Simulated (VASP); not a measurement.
```
CoTi
1.0
    2.96964     0.00000     0.00000
    0.00000     2.96964     0.00000
    0.00000     0.00000     2.96964
Ti Co
1 1
Direct
  0.00000   0.00000   0.00000
  0.50000   0.50000   0.50000
```

Method: PBE GGA, VASP's PBE PAW potentials (set 64) (plane waves; VASP 6.6.1). Run with 520 eV cut-off, Gaussian smearing of 0.050 eV, potentials Ti_sv Co.

### Question
Estimate the band gap (along the path) with the smallest direct gap where there is one.

### Answer

| Property | Result |
|---|---|
| band gap (along the path) | none (metal, semimetal or under 0.01 eV) |

Total energies compare only between runs with the same potentials, cut-off and functional.

The compound is TiCo in the CsCl type structure. It was relaxed first. The run is not spin-polarised, so no magnetic state was tried. The electron count is odd and the run is not spin-polarised, which forces a metal.
